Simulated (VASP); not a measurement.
Crystal: NaMgCu2O3.

```xyz
7
Lattice="5.3351 0.0000 0.0000 0.0000 2.9983 0.0000 -2.3670 0.0000 5.2517" Properties=species:S:1:pos:R:3 pbc="T T T"
Cu    0.2694    0.0000    4.2112
Cu    2.8427    0.0000    1.5940
Mg   -0.0747    1.4992    1.4041
Na    3.0911    1.4992    4.0149
O     4.1288    0.0000    0.0320
O    -0.8878    0.0000    2.6926
O     1.2295    0.0000    0.7592
```

The cell comes from a database or a generator and needn't be the stable form of this composition.

| Property | Result |
| --- | --- |
| Program | VASP 6.6.1 |
| Task | single point |
| Functional | PBE |
| Potentials or basis | VASP PAW PBE potentials, release 64 (Cu, Mg, Na_pv, O) |
| Cutoff | 520 eV |
| k mesh | 6 × 9 × 5 |
| Occupations | fermi-dirac, width 0.05 eV |
| Spin | no spin polarisation |

On this cell: pressure 0.7 GPa; largest force 0.193 eV/Å; band gap on the k mesh none (metal or under the smearing width).

The same run follows on a disturbed copy (atoms moved at random, drawn with an rms of 0.05 Å):

```
CELL_PARAMETERS angstrom
5.33510 0.00000 0.00000
0.00000 2.99830 0.00000
-2.36697 0.00000 5.25174
ATOMIC_POSITIONS crystal
Cu 0.39699 0.98805 0.80038
Cu 0.66680 0.98109 0.30762
Mg 0.09766 0.49751 0.25697
Na 0.92226 0.50015 0.77047
O 0.78022 0.99480 0.00353
O 0.06848 0.00668 0.51547
O 0.29980 0.00239 0.15236
```

Task: What does the disturbed cell give?

Result: The energy (extrapolated to zero smearing) moves by +12.6 meV/atom; pressure 0.9 GPa; largest force 1.171 eV/Å; band gap on the k mesh none (metal or under the smearing width).

Forces in eV/Å, atoms in the order of the input:
```
Cu   0.936  0.101  0.696
Cu   0.787  0.215  0.133
Mg  -0.134  0.061  0.370
Na   0.027 -0.051 -0.286
O   -0.498 -0.058  0.098
O   -0.708 -0.140 -0.587
O   -0.410 -0.127 -0.424
```

Stress tensor (GPa, compression positive):
```
 0.93 -0.37  0.10
-0.37  0.20 -0.11
 0.10 -0.11  1.61
```

Caveats: an odd number of electrons without spin polarisation forces a metal; a magnetic or distorted state may lie lower; the run has no spin polarisation, though such a crystal can be magnetic; semilocal functionals often make such compounds metallic where correlation or magnetic order opens a gap, which also shifts bond lengths.
